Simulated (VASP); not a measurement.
An input for Ansatz (written as the equivalent of a VASP run, and not itself run):

Ansatz 0.2 input:
```yaml
crystal:
  lattice:
    - [-1.9762528, 1.9762528, 8.5294928]
    - [1.9762528, -1.9762528, 8.5294928]
    - [1.9762528, 1.9762528, -8.5294928]
  atoms:
    - { symbol: Zr, position: [0.1183975, 0.1183975, 0.0000000] }
    - { symbol: Zr, position: [0.8816025, 0.8816025, 0.0000000] }
    - { symbol: Al, position: [0.5000000, 0.0000000, 0.5000000] }
    - { symbol: Al, position: [0.0000000, 0.5000000, 0.5000000] }
    - { symbol: Al, position: [0.7500000, 0.2500000, 0.5000000] }
    - { symbol: Al, position: [0.2500000, 0.7500000, 0.5000000] }
    - { symbol: Al, position: [0.3748955, 0.3748955, 1.0000000] }
    - { symbol: Al, position: [0.6251045, 0.6251045, 0.0000000] }
kpoints:
  mp_grid: { grid: [10, 10, 10] }
hamiltonian:
  xc: lda
  pseudopotentials: { kind: paw }
scf:
  occupations: { method: methfessel_paxton, width: 0.1 }
  max_iter: 100
relax:
  max_steps: 60
  f_tol: 0.02
  cell: {}
output: { forces: true, stress: true, eigenvalues: true }
```

Problem. Translate this input to VASP (INCAR, KPOINTS, POSCAR, choice of POTCAR).

Solution. Several could match; the one computed here: 
File KPOINTS:
```
kpoints
0
gamma
 10 10 10
0 0 0
```

INCAR:
```
SYSTEM = ZrAl3
PREC = Accurate
ENCUT = 400
EDIFF = 1E-6
NELM = 100
ALGO = Normal
LREAL = .FALSE.
LASPH = .TRUE.
ISMEAR = 1
SIGMA = 0.1
LMAXMIX = 4
LWAVE = .FALSE.
LCHARG = .FALSE.
IBRION = 2
ISIF = 3
NSW = 60
EDIFFG = -0.02
```

### POSCAR
```
ZrAl3
1
   -1.9762527938     1.9762527938     8.5294927712
    1.9762527938    -1.9762527938     8.5294927712
    1.9762527938     1.9762527938    -8.5294927712
Zr Al
2 6
Direct
  0.1183975482   0.1183975482   0.0000000000
  0.8816024518   0.8816024518   0.0000000000
  0.5000000000   0.0000000000   0.5000000000
  0.0000000000   0.5000000000   0.5000000000
  0.7500000000   0.2500000000   0.5000000000
  0.2500000000   0.7500000000   0.5000000000
  0.3748955020   0.3748955020   1.0000000000
  0.6251044980   0.6251044980   0.0000000000
```

POTCAR, in this order: Zr_sv Al (LDA.64 set). Program: vasp_std.

The two are equivalent in intent, not identical: each code has its own PAW files, so the cut-off isn't converted (ENCUT is set for VASP's; basis.ecutwfc is left out, and Ansatz then takes the one that its files recommend); Ansatz stops its SCF on the density residual and VASP on the energy change (EDIFF); Ansatz's lda is the Perdew-Wang form, while the LDA potentials of VASP carry Perdew-Zunger's.

The compound is ZrAl3 in the sg139 structure. This run relaxes it. Symmetry was kept, so distortions that lower it aren't found. The start is the result of an earlier pass.
